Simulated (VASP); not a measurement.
Method: PBE GGA, VASP's PBE PAW potentials (set 64) (plane waves; VASP 6.6.1).

VASP input:

File KPOINTS:
```
Automatic mesh
0
Gamma
7 7 7
0 0 0
```

File POSCAR:
```
MnO
5.3562990
  0.8164966145   0.4082483073   0.4082483073
  0.4082483073   0.8164966145   0.4082483073
  0.4082483073   0.4082483073   0.8164966145
Mn O
2 2
Cartesian
  0.0000000000   0.0000000000   0.0000000000
  0.8164966145   0.8164966145   0.8164966145
  0.4082483073   0.4082483073   0.4082483073
  1.2247449218   1.2247449218   1.2247449218
```

**INCAR**
```
! general
SYSTEM  = MnO
PREC    = Accurate
ENCUT   = 400
LREAL   = F
LASPH   = T

! electronic loop
EDIFF   = 1E-6   ! SCF stop (eV)
NELM    = 100   ! most electronic steps
ALGO    = Normal
LMAXMIX = 4   ! l cut-off of mixed one-centre charges

! smearing
ISMEAR  = -1   ! Fermi-Dirac
SIGMA   = 0.01

! functional
GGA     = PE   ! PBE

! spin
ISPIN   = 2   ! spin-polarised
MAGMOM  = 5.0 -5.0 2*0.0

! ions
ISIF    = 2   ! forces and stress, cell fixed

! output
LWAVE   = F
LCHARG  = F
LORBIT  = 11
```

POTCAR, in this order: Mn_pv O (PBE.64 set). Program: vasp_std.

At this cut-off the stress carries a Pulay error, which pulls relaxed volumes low.

**Question.** Estimate the energy per atom (σ→0), cell moment, pressure.

**Answer.** 
```yaml
energy per atom (σ→0): -8.272 eV/atom
cell_moment: 0.00 μB
pressure: 18.3 kbar
```

File OSZICAR:
```
...
DAV:   9    -0.330840765528E+02    0.73737E-02   -0.12975E-01  5525   0.450E+00    0.908E-01
DAV:  10    -0.330881677364E+02   -0.40912E-02   -0.31737E-02  4491   0.124E+00    0.315E-01
DAV:  11    -0.330880357416E+02    0.13199E-03   -0.19665E-03  4890   0.355E-01    0.106E-01
DAV:  12    -0.330881555536E+02   -0.11981E-03   -0.98594E-05  4704   0.783E-02    0.375E-02
DAV:  13    -0.330881718563E+02   -0.16303E-04   -0.21581E-05  4412   0.377E-02    0.173E-02
DAV:  14    -0.330881765731E+02   -0.47168E-05   -0.63695E-06  4839   0.226E-02    0.812E-03
DAV:  15    -0.330881766117E+02   -0.38566E-07   -0.63252E-07  2192   0.721E-03
   1 F= -.33088177E+02 E0= -.33088177E+02  d E =-.113890E-11  mag=    -0.0000
```

The structure is a typed MnO crystal. The cell was not relaxed at this level.
